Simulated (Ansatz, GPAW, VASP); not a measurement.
# BiTe: 3 runs at one level of theory

```
Bi Te
1.0
     0.00000    3.23500    3.23500
     3.23500    0.00000    3.23500
     3.23500    3.23500    0.00000
Bi Te
1 1
Direct
  0.00000 0.00000 0.00000
  0.50000 0.50000 0.50000
```

Alike in all runs: task single point; functional PBEsol; k mesh 7 × 7 × 7; occupations gaussian, width 0.1 eV; no spin polarisation; no spin-orbit coupling. Pressure is positive in compression and, in plane waves, holds the error of the finite cutoff.

```csv
program and potentials,plane-wave cutoff (eV),notes,pressure (GPa)
"VASP, PBE PAW files Bi, Te, 500 eV",500,potentials made for PBE; 5.5 valence electrons an atom on average,-1.51
"Ansatz, all-electron LAPW, scalar-relativistic",-,-,?
"GPAW, PAW data sets generated for this functional",600,10.5 valence electrons an atom on average,-1.76
```

**Question.** Estimate from the other rows what the run with Ansatz, all-electron LAPW, scalar-relativistic gave.

**Answer.** Pressure -1.53 GPa. The other rows, which needn't bracket it: pressure -1.76 to -1.51.
